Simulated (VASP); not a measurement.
# AlB2Sb3 (P3m1) in VASP: a series of runs

Runs on AlB2Sb3. Level: PBE. Tasks: relaxation of cell and atoms.

Program: VASP 6.6.1. These are calculated values, not measurements. Logs are shortened: lines on timing, memory, paths and dates and some standing lists are left out, and cuts for length are marked.

## 1. The crystal as given

It takes space group P3m1 (No. 156, trigonal). The conventional cell has a = 3.944 Å, b = 3.944 Å, c = 9.881 Å, α = 90.00°, β = 90.00°, γ = 120.00°. Around Al (site symmetry 3m) lie 4 Sb at 2.57 to 2.69 Å. B (site symmetry 3m) is surrounded by 4 Sb at 2.29 to 2.39 Å. B (site symmetry 3m) is surrounded by 4 Sb at 2.30 to 2.38 Å. Around Sb (site symmetry 3m) lie 4 B at 2.29 to 2.38 Å. Sb (site symmetry 3m) has 3 B at 2.39 Å and 1 Al at 2.69 Å as nearest neighbours. Around Sb (site symmetry 3m) lie 1 B at 2.30 Å and 3 Al at 2.57 Å.

The cell was built by a generator and needn't be a form met in nature.

## 2. Relaxation of cell and atoms, PBE

File INCAR:

```
SYSTEM = AlB2Sb3
  PREC = Accurate
  ENCUT = 520
  EDIFF = 1E-6
  ISMEAR = 0
  SIGMA = 0.1
  LREAL = .FALSE.
  LASPH = .TRUE.
  NELM = 120
  ALGO = Normal
  ISIF = 3
  LWAVE = .FALSE.
  LCHARG = .FALSE.
  GGA = PE
  IBRION = 2
  NSW = 90
  EDIFFG = -0.01
  KPAR = 4
```

File KPOINTS:

```
regular mesh
0
G
  8 8 4
  0 0 0
```

File POSCAR:

```
AlB2Sb3
1.0
    3.9437383800      0.0000000000      0.0000000000
   -1.9718691900      3.4153776300      0.0000000000
    0.0000000000      0.0000000000      9.8810000000
Al B Sb
1 2 3
Direct
    0.0000000000      0.0000000000      0.0048578100
    0.6666666700      0.3333333300      0.3493573500
    0.3333333300      0.6666666700      0.6521607100
    0.6666666700      0.3333333300      0.5814188800
    0.0000000000      0.0000000000      0.2775022800
    0.3333333300      0.6666666700      0.8845258600
```

Potentials or basis: VASP PAW PBE potentials, release 64 (Al, B, Sb).

Command:

```sh
> cat potpaw_PBE.64/Al/POTCAR potpaw_PBE.64/B/POTCAR potpaw_PBE.64/Sb/POTCAR > POTCAR
> mpirun -np 4 vasp_std > vasp.out
```

OUTCAR:

```text
SYSTEM = AlB2Sb3
   PREC = Accurate
   ENCUT = 520
   EDIFF = 1E-6
   ISMEAR = 0
   LREAL = .FALSE.
   LASPH = .TRUE.
   NELM = 120
   ISIF = 3
   GGA = PE
   IBRION = 2
   NSW = 90
   EDIFFG = -0.01

 ion  position               nearest neighbor table
   1  0.000  0.000  0.005-   6 2.57   6 2.57   6 2.57   5 2.69
   2  0.667  0.333  0.349-   4 2.29   5 2.39   5 2.39   5 2.39
   3  0.333  0.667  0.652-   6 2.30   4 2.38   4 2.38   4 2.38
   4  0.667  0.333  0.581-   2 2.29   3 2.38   3 2.38   3 2.38   6 3.76   6 3.76   6 3.76   5 3.77
                             5 3.77   5 3.77
   5  0.000  0.000  0.278-   2 2.39   2 2.39   2 2.39   1 2.69   4 3.77   4 3.77   4 3.77
   6  0.333  0.667  0.885-   3 2.30   1 2.57   1 2.57   1 2.57   4 3.76   4 3.76   4 3.76

  LATTYP: Found a hexagonal cell.
 ALAT       =     3.9437383800
 C/A-ratio  =     2.5054907420

  Lattice vectors:

 A1 = (   3.9437383800,   0.0000000000,   0.0000000000)
 A2 = (  -1.9718691900,   3.4153776300,   0.0000000000)
 A3 = (   0.0000000000,   0.0000000000,   9.8810000000)

Analysis of symmetry for initial positions (statically):
=====================================================================
 Subroutine PRICEL returns:
 Original cell was already a primitive cell.

 Routine SETGRP: Setting up the symmetry group for a
 hexagonal supercell.

 Subroutine GETGRP returns: Found  6 space group operations
 (whereof  6 operations were pure point group operations)
 out of a pool of 24 trial point group operations.

The static configuration has the point symmetry C_3v.

Analysis of symmetry for dynamics (positions and initial velocities):
=====================================================================
 Subroutine PRICEL returns:
 Original cell was already a primitive cell.

 Routine SETGRP: Setting up the symmetry group for a
 hexagonal supercell.

 Subroutine GETGRP returns: Found  6 space group operations
 (whereof  6 operations were pure point group operations)
 out of a pool of 24 trial point group operations.

The dynamic configuration has the point symmetry C_3v.

 Subroutine INISYM returns: Found  6 space group operations
 (whereof  6 operations are pure point group operations),
 and found     1 'primitive' translations

----------------------------------------------------------------------------------------

                                     Primitive cell

  volume of cell :     133.0907

[... 103 lines left out ...]
   ISYM   =      2    0-nonsym 1-usesym 2-fastsym
   POTIM  = 0.5000    time-step for ionic-motion
   TEBEG  =    0.0;   TEEND  =   0.0 temperature during run
   PSTRESS=    0.0 pullay stress
   NELECT =      24.0000    total number of electrons
   NUPDOWN=      -1.0000    fix difference up-down
   EMIN   =  10.00;   EMAX   =-10.00  energy-range for DOS
   EFERMI =   0.00;   METHOD = LEGACY
   ISMEAR =     0;   SIGMA  =   0.10  broadening in eV -4-tet -1-fermi 0-gaus
   EFERMI_NEDOS =   21; number of points for ismear=-14 and -15
   IALGO  =     38    algorithm
   IMIX   =      4    mixing-type and parameters
     AMIX     =   0.40;   BMIX     =  1.00
     AMIX_MAG =   1.60;   BMIX_MAG =  1.00
  volume/ion in A,a.u.               =      22.18       149.69
  Fermi-wavevector in a.u.,A,eV,Ry     =   0.924903  1.747812 11.639034  0.855445
  Thomas-Fermi vector in A             =   2.050699
   LORBIT       =      0    0 simple, 1 ext, 2 COOP (PROOUT), +10 PAW based schemes
   GGA     = PE    functional components
   LHFCALC =     F    Hartree Fock is set to
   AEXX    =    0.0000 exact exchange contribution
   IVDW    =     0    specifies the selected vdW correction
   LEPSILON=     F    determine dielectric tensor
   LRPA    =     F    only Hartree local field effects (RPA)
 conjugate gradient relaxation of ions
 non-spin polarized calculation
 Gauss-broadening in eV      SIGMA  =   0.10
  energy-cutoff  :      520.00
  volume of cell :      133.09
 maximum number of plane-waves:      3643
 NGX is ok and might be reduce to    30
   NGX = 15   NGY = 15   NGZ = 37

--------------------------------------- Ionic step        1  -------------------------------------------

 number of electron      24.0000000 magnetization

 Free energy of the ion-electron system (eV)
  ---------------------------------------------------
  ext. energy  EPLUGINS =         0.00000000
  ---------------------------------------------------
  free energy    TOTEN  =       -27.36622787 eV

  energy without entropy =      -27.36237789  energy(sigma->0) =      -27.36430288

------------------------ aborting loop because EDIFF is reached ----------------------------------------

  FORCE on cell =-STRESS in cart. coord.  units (eV):
  Direction    XX          YY          ZZ          XY          YZ          ZX
  --------------------------------------------------------------------------------------
  -------------------------------------------------------------------------------------
  Total       -0.5473387     -0.5473387      0.2250879     -0.0000000      0.0000000     -0.0000000
  in kB       -6.5889925     -6.5889925      2.7096618     -0.0000000      0.0000000     -0.0000000
  external PRESSURE =      -3.4894411 kB  Pullay stress =       0.0000000 kB
[... 187 lines left out ...]
--------------------------------------- Ionic step        6  -------------------------------------------

 number of electron      24.0000001 magnetization

 Free energy of the ion-electron system (eV)
  ---------------------------------------------------
  ext. energy  EPLUGINS =         0.00000000
  ---------------------------------------------------
  free energy    TOTEN  =       -27.37020055 eV

  energy without entropy =      -27.36626337  energy(sigma->0) =      -27.36823196

 E-fermi :   6.9172     XC(G=0):  -9.4281

 val. band max:        6.9088906668   @ k =   0.3750  -0.0000   0.2500
 cond. band min:       6.9391188064   @ k =   0.5000   0.0000   0.0000
 fundamental gap:      0.0302281396
 Fermi energy:         6.9171598047

 k-point     1 :       0.0000    0.0000    0.0000
  band No.  band energies     occupation
      1      -6.3054      2.00000
      2      -5.1053      2.00000
      3      -4.4536      2.00000
      4       0.3130      2.00000
      5       0.9859      2.00000
      6       4.6310      2.00000
[... 433 lines left out ...]
      3      -3.0037      2.00000
      4      -0.8020      2.00000
      5      -0.1903      2.00000
      6       1.0721      2.00000
[... 8 lines left out ...]
     15       9.1293      0.00000
     16       9.8078      0.00000

 [... further k-points ...]
[... 5 lines left out ...]
  --------------------------------------------------------------------------------------
  -------------------------------------------------------------------------------------
  Total       -0.0138619     -0.0138619     -0.0065061     -0.0000000      0.0000000      0.0000000
  in kB       -0.1679129     -0.1679129     -0.0788100     -0.0000000      0.0000000      0.0000000
  external PRESSURE =      -0.1382119 kB  Pullay stress =       0.0000000 kB
[... 21 lines left out ...]
  FREE ENERGIE OF THE ION-ELECTRON SYSTEM (eV)
  ---------------------------------------------------
  free  energy   TOTEN  =       -27.3702005510 eV

  energy  without entropy=      -27.3662633662  energy(sigma->0) =      -27.36823196

 reached required accuracy - stopping structural energy minimisation
```

CONTCAR:

```text
AlB2Sb3
   1.00000000000000
     3.9236391337361898   -0.0000000000000000   -0.0000000000000000
    -1.9618195668680949    3.3979711720310366    0.0000000000000000
     0.0000000000000000   -0.0000000000000000    9.9206453235847754
  Al              B               Sb
     1     2     3
Direct
     0.0000000000000000    0.0000000000000000    0.0048929383227718
     0.6666666699999979    0.3333333300000021    0.3500424206462505
     0.3333333300000021    0.6666666699999979    0.6525650915941843
     0.6666666699999979    0.3333333300000021    0.5811911004622602
     0.0000000000000000    0.0000000000000000    0.2764857113642863
     0.3333333300000021    0.6666666699999979    0.8846456276102370

  0.00000000E+00  0.00000000E+00  0.00000000E+00
  0.00000000E+00  0.00000000E+00  0.00000000E+00
  0.00000000E+00  0.00000000E+00  0.00000000E+00
  0.00000000E+00  0.00000000E+00  0.00000000E+00
  0.00000000E+00  0.00000000E+00  0.00000000E+00
  0.00000000E+00  0.00000000E+00  0.00000000E+00
```

Run time: 69 s. Hardware: 4 MPI ranks of Intel Xeon Platinum 8488C (Sapphire Rapids), shared host; peak memory 0.31 GiB.

Results:

```
Free energy                            : -27.3702 eV
Relaxed volume                         : 22.04 Å³/atom
Relaxed cell                           : a = 3.924 Å, b = 3.924 Å, c = 9.921 Å, α = 90.00°, β = 90.00°, γ = 120.00°
Space group after relaxing (to 0.05 Å) : P3m1 (No. 156)
Energy gained by relaxing              : 0.7 meV/atom
Ionic steps                            : 6
Pressure after relaxing                : 0.0 GPa
Largest force after relaxing           : 0.008 eV/Å
Band gap on the k mesh                 : none (metal or under the smearing width)
```

Forces on the atoms (eV/Å):
```
Al   0.000  0.000  0.000
B    0.000  0.000  0.001
B    0.000  0.000  0.002
Sb   0.000  0.000 -0.002
Sb   0.000  0.000  0.007
Sb   0.000  0.000 -0.008
```

Step by step:
| step | energy change (eV) | largest force (eV/Å) | pressure (GPa) | volume (Å³) |
| --- | --- | --- | --- | --- |
| 1 | 0.0000 | 0.1214 | -0.35 | 133.09 |
| 2 | -0.0031 | 0.0846 | 0.11 | 132.16 |
| 3 | -0.0031 | 0.0844 | 0.07 | 132.24 |
| 4 | -0.0038 | 0.0362 | 0.02 | 132.27 |
| 5 | -0.0039 | 0.0256 | -0.01 | 132.28 |
| 6 | -0.0040 | 0.0077 | -0.01 | 132.27 |

Final structure:
```cif
data_structure
_symmetry_space_group_name_H-M 'P 1'
_symmetry_Int_Tables_number 1
_cell_length_a 3.9236
_cell_length_b 3.9236
_cell_length_c 9.9206
_cell_angle_alpha 90.000
_cell_angle_beta 90.000
_cell_angle_gamma 120.000
_cell_volume 132.27
loop_
_atom_site_label
_atom_site_type_symbol
_atom_site_fract_x
_atom_site_fract_y
_atom_site_fract_z
_atom_site_occupancy
Al1 Al 0.00000 0.00000 0.00489 1
B1 B 0.66667 0.33333 0.35004 1
B2 B 0.33333 0.66667 0.65257 1
Sb1 Sb 0.66667 0.33333 0.58119 1
Sb2 Sb 0.00000 0.00000 0.27649 1
Sb3 Sb 0.33333 0.66667 0.88465 1
```

The run has no spin-orbit coupling, so splittings on Sb are missing.

## 3. Relaxation of cell and atoms, PBE

This run uses another cell than the first one, of 22.04 Å³/atom, 0.994 times its volume.

INCAR, as its differences from that of step 2:

```diff
@@ -3,3 +3,3 @@
   ENCUT = 520
-  EDIFF = 1E-6
+  EDIFF = 1E-7
   ISMEAR = 0
@@ -15,4 +15,5 @@
   IBRION = 2
-  NSW = 90
-  EDIFFG = -0.01
+  NSW = 60
+  EDIFFG = -0.005
+  POTIM = 0.3
   KPAR = 4
```

KPOINTS is that of step 2.

File POSCAR:

```
AlB2Sb3                                 
1.0
    3.9236391337     -0.0000000000     -0.0000000000
   -1.9618195669      3.3979711720      0.0000000000
    0.0000000000     -0.0000000000      9.9206453236
  Al              B               Sb            
     1     2     3
Direct
     0.0000000000000000    0.0000000000000000    0.0048929383227718
     0.6666666699999979    0.3333333300000021    0.3500424206462505
     0.3333333300000021    0.6666666699999979    0.6525650915941843
     0.6666666699999979    0.3333333300000021    0.5811911004622602
     0.0000000000000000    0.0000000000000000    0.2764857113642863
     0.3333333300000021    0.6666666699999979    0.8846456276102370
```

Potentials or basis: VASP PAW PBE potentials, release 64 (Al, B, Sb).

Command:

```sh
> cat potpaw_PBE.64/Al/POTCAR potpaw_PBE.64/B/POTCAR potpaw_PBE.64/Sb/POTCAR > POTCAR
> mpirun -np 4 vasp_std > vasp.out
```

OUTCAR:

```text
SYSTEM = AlB2Sb3
   PREC = Accurate
   ENCUT = 520
   EDIFF = 1E-7
   ISMEAR = 0
   LREAL = .FALSE.
   LASPH = .TRUE.
   NELM = 120
   ISIF = 3
   GGA = PE
   IBRION = 2
   NSW = 60
   EDIFFG = -0.005
   POTIM = 0.3

 ion  position               nearest neighbor table
   1  0.000  0.000  0.005-   6 2.56   6 2.56   6 2.56   5 2.69
   2  0.667  0.333  0.350-   4 2.29   5 2.38   5 2.38   5 2.38
   3  0.333  0.667  0.653-   6 2.30   4 2.37   4 2.37   4 2.37
[... 721 lines left out ...]
  -------------------------------------------------------------------------------------
  Total       -0.0058030     -0.0058030      0.0026700      0.0000000     -0.0000000     -0.0000000
  in kB       -0.0703038     -0.0703038      0.0323470      0.0000000     -0.0000000     -0.0000000
  external PRESSURE =      -0.0360869 kB  Pullay stress =       0.0000000 kB

 VOLUME and BASIS-vectors are now :
 -----------------------------------------------------------------------------
  energy-cutoff  :      520.00
  volume of cell :      132.25
      direct lattice vectors                 reciprocal lattice vectors
     3.923427526  0.000000000 -0.000000000     0.254879182  0.147154564  0.000000000
    -1.961713763  3.397787915  0.000000000    -0.000000000  0.294309129 -0.000000000
    -0.000000000  0.000000000  9.920232375     0.000000000 -0.000000000  0.100804090

 POSITION                                       TOTAL-FORCE (eV/Angst)
 -----------------------------------------------------------------------------------
     -0.00000      0.00000      0.04855        -0.000000      0.000000      0.000861
      1.96171      1.13260      3.47252        -0.000000      0.000000      0.000734
     -0.00000      2.26519      6.47367         0.000000      0.000000      0.000066
      1.96171      1.13260      5.76549        -0.000000     -0.000000     -0.000768
     -0.00000      0.00000      2.74300        -0.000000      0.000000      0.004091
     -0.00000      2.26519      8.77566         0.000000     -0.000000     -0.004984
 -----------------------------------------------------------------------------------
    total drift:                                0.000000     -0.000000      0.000585

  FREE ENERGIE OF THE ION-ELECTRON SYSTEM (eV)
  ---------------------------------------------------
  free  energy   TOTEN  =       -27.3701323203 eV

  energy  without entropy=      -27.3661985560  energy(sigma->0) =      -27.36816544

 reached required accuracy - stopping structural energy minimisation
```

OSZICAR:

```text
N       E                     dE             d eps       ncg     rms          rms(c)
DAV:   1     0.102716118083E+03    0.10272E+03   -0.85142E+03  1120   0.117E+03
DAV:   2    -0.213908034050E+02   -0.12411E+03   -0.12215E+03  1424   0.190E+02
DAV:   3    -0.286758160687E+02   -0.72850E+01   -0.71821E+01  1560   0.521E+01
[... 12 lines left out ...]
DAV:  16    -0.273701283105E+02   -0.55849E-07   -0.41001E-08   864   0.141E-03
   1 F= -.27370128E+02 E0= -.27368160E+02  d E =-.273701E+02
       N       E                     dE             d eps       ncg     rms          rms(c)
DAV:   1    -0.273701323031E+02   -0.40485E-05   -0.50721E-05  1192   0.450E-02    0.396E-03
DAV:   2    -0.273701322597E+02    0.43421E-07   -0.26897E-06  1632   0.978E-03    0.240E-03
DAV:   3    -0.273701323203E+02   -0.60550E-07   -0.49996E-07  1368   0.357E-03
   2 F= -.27370132E+02 E0= -.27368165E+02  d E =-.400976E-05
```

CONTCAR:

```text
AlB2Sb3
   1.00000000000000
     3.9234275261723832    0.0000000000000031   -0.0000000000000000
    -1.9617137631361863    3.3977879145043284    0.0000000000000000
    -0.0000000000000000    0.0000000000000000    9.9202323749626231
  Al              B               Sb
     1     2     3
Direct
     0.0000000000000000    0.0000000000000000    0.0048936293438259
     0.6666666699999979    0.3333333300000021    0.3500439741366894
     0.3333333300000021    0.6666666699999979    0.6525728946518996
     0.6666666699999979    0.3333333300000021    0.5811845264930490
     0.0000000000000000    0.0000000000000000    0.2765051568061250
     0.3333333300000021    0.6666666699999979    0.8846227085684083

  0.00000000E+00  0.00000000E+00  0.00000000E+00
  0.00000000E+00  0.00000000E+00  0.00000000E+00
  0.00000000E+00  0.00000000E+00  0.00000000E+00
  0.00000000E+00  0.00000000E+00  0.00000000E+00
  0.00000000E+00  0.00000000E+00  0.00000000E+00
  0.00000000E+00  0.00000000E+00  0.00000000E+00
```

Wall time 32 s (4 MPI ranks of Intel Xeon Platinum 8488C (Sapphire Rapids), shared host); peak memory 0.3 GiB.

Results:

```
Free energy                            : -27.3701 eV
Relaxed volume                         : 22.04 Å³/atom
Relaxed cell                           : a = 3.923 Å, b = 3.923 Å, c = 9.920 Å, α = 90.00°, β = 90.00°, γ = 120.00°
Space group after relaxing (to 0.05 Å) : P3m1 (No. 156)
Energy gained by relaxing              : 0.0 meV/atom
Ionic steps                            : 2
Pressure after relaxing                : 0.0 GPa
Largest force after relaxing           : 0.005 eV/Å
Band gap on the k mesh                 : none (metal or under the smearing width)
```

Forces on the atoms (eV/Å):
```
Al   0.000  0.000  0.001
B    0.000  0.000  0.001
B    0.000  0.000  0.000
Sb   0.000  0.000 -0.001
Sb   0.000  0.000  0.004
Sb   0.000  0.000 -0.005
```

Final structure:
```
CELL_PARAMETERS angstrom
3.92343 0.00000 0.00000
-1.96171 3.39779 0.00000
0.00000 0.00000 9.92023
ATOMIC_POSITIONS crystal
Al 0.00000 0.00000 0.00489
B 0.66667 0.33333 0.35004
B 0.33333 0.66667 0.65257
Sb 0.66667 0.33333 0.58118
Sb 0.00000 0.00000 0.27651
Sb 0.33333 0.66667 0.88462
```

Spin-orbit coupling is left out, which matters for the levels of Sb.
